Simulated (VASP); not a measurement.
```yaml
crystal:
  lattice:
    - [0.00000, 3.23500, 3.23500]
    - [3.23500, 0.00000, 3.23500]
    - [3.23500, 3.23500, 0.00000]
  atoms:
    - { symbol: Na, position: [0.00000, 0.00000, 0.00000] }
    - { symbol: I, position: [0.50000, 0.50000, 0.50000] }
```

The base run (VASP): PBE GGA, plane waves, VASP's PBE PAW potentials (set 64). Run with 400 eV cut-off, 7×7×7 Γ-centred mesh, Gaussian smearing of 0.050 eV, potentials Na_pv I.

One setting is varied; ΔE counts from the base run. The base run took about 5 core-seconds. Times come from single runs on busy shared machines, so they are rough: good to a factor of about 2.

```csv
setting,cost over the base run,electronic steps,ΔE (meV/atom)
"AMIX = 1.0, BMIX = 1.0, IMIX = 4",within a factor of 2,10,0.0
base run,reference,11,0.0
"AMIX = 0.2, BMIX = 1.0, IMIX = 4",within a factor of 2,14,0.0
"AMIX = 0.6, BMIX = 3.0, IMIX = 1",about 2 times,29,0.0
"AMIX = 0.2, BMIX = 0.0001, IMIX = 1",about 2 times,31,0.0
```

Left out are runs that failed, have no time on record or changed the cell.

The compound is NaI in the rock salt structure. The cell was not relaxed at this level.
